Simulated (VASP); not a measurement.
Data:

```
MoS2
1.0
    1.55980    -2.70166     0.00000
    1.55980     2.70166     0.00000
    0.00000     0.00000    12.73525
Mo S
2 4
Direct
  0.33333   0.66667   0.25000
  0.66667   0.33333   0.75000
  0.33333   0.66667   0.86939
  0.66667   0.33333   0.36939
  0.66667   0.33333   0.13061
  0.33333   0.66667   0.63061
```

All values below come from r2SCAN meta-GGA, VASP's PBE PAW potentials (set 64) (plane waves; VASP). Numerical set-up: 520 eV cut-off, 8×8×2 Γ-centred mesh, Gaussian smearing of 0.050 eV, potentials Mo_sv S.

Question: The ions and cell shape at fixed volume are relaxed. Which structure does the run end with?

Answer: 
```
MoS2
1.0
    1.58448    -2.74439     0.00000
    1.58448     2.74439     0.00000
    0.00000     0.00000    12.34169
Mo S
2 4
Direct
  0.33333   0.66667   0.25000
  0.66667   0.33333   0.75000
  0.33333   0.66667   0.87588
  0.66667   0.33333   0.37588
  0.66667   0.33333   0.12412
  0.33333   0.66667   0.62412
```
Space group P6_3/mmc (194), at a tolerance of 0.03 Å.

Question: How much energy does the relaxation gain?

Answer: The energy (σ→0) changes by -29.1 meV/atom, in 8 ionic steps.

The compound is MoS2 in the 2H layered structure. This cell is one point of a volume scan, at 0.94 of the reference volume. Symmetry was kept, so distortions that lower it aren't found.
